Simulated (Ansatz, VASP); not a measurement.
# GeMo: VASP beside Ansatz

File INCAR:

```
PREC     = Accurate       # precision mode
ENCUT    = 520            # plane-wave cutoff, eV
EDIFF    = 1E-7           # SCF threshold, eV
ISMEAR   = 0              # smearing method
SIGMA    = 0.1            # smearing width, eV
LREAL    = F              # projectors in reciprocal space
LASPH    = T              # aspherical terms in the spheres
NELM     = 100            # most SCF steps
ALGO     = Normal         # electronic algorithm
ISIF     = 2              # what is computed and relaxed
LWAVE    = F              # write WAVECAR
LCHARG   = F              # write CHGCAR
GGA      = PE             # functional
NBANDS   = 36             # bands
```

The input KPOINTS:

```
regular mesh
0
Gamma
  4 6 4
```

The input POSCAR:

```
GeMo
1.0
    4.5857991539      0.0000000000      0.0000000000
    0.0000000000      3.0347200283      0.0000000000
    0.0000000000      0.0000000000      4.6821394723
Ge Mo
2 2
Direct
    0.7500000000      0.0000000000      0.6870000000
    0.2500000000      0.0000000000      0.3130000000
    0.7500000000      0.5000000000      0.1880000000
    0.2500000000      0.5000000000      0.8120000000
```

Input for Ansatz:

```yaml
crystal:
  lattice:
    - [4.5857991539, 0.0, 0.0]
    - [0.0, 3.0347200283, 0.0]
    - [0.0, 0.0, 4.6821394723]
  atoms:
    - { symbol: Ge, position: [0.75, 0.0, 0.687] }
    - { symbol: Ge, position: [0.25, 0.0, 0.313] }
    - { symbol: Mo, position: [0.75, 0.5, 0.188] }
    - { symbol: Mo, position: [0.25, 0.5, 0.812] }
basis:
  ecutwfc: 420
kpoints:
  mp_grid: { grid: [4, 6, 4] }
hamiltonian:
  xc: pbe
scf:
  occupations: { method: gaussian, width: 0.1 }
  lower_state_search: "off"
output:
  forces: true
  stress: true
  eigenvalues: true
```

Alike in both runs: task single point; functional PBE; k mesh 4 × 6 × 4; occupations gaussian, width 0.1 eV; no spin polarisation.

```csv
,VASP,Ansatz
version,VASP 6.6.1,Ansatz 0.2.0
potentials or method,"VASP PAW PBE potentials, release 64 (Ge_d, Mo_sv)","scalar-relativistic, plane waves, PAW"
plane-wave cutoff (eV),520,420
valence electrons in the cell,56,56
```

VASP gave:

```
gap on the k mesh at the Fermi level (eV)       : none
pressure (GPa)                                  : -8.2
largest component of the traceless stress (GPa) : 4.82
rms of the force components (eV/Å)              : 0.238
```

Q: Which values does Ansatz return?

A: gap on the k mesh at the Fermi level (eV): none; pressure (GPa): -8.5; largest component of the traceless stress (GPa): 4.84; rms of the force components (eV/Å): 0.238.

Atom by atom the forces differ by 0.001 eV/Å (rms over components). A gap of «none» marks a metal or a gap that the smearing closes.
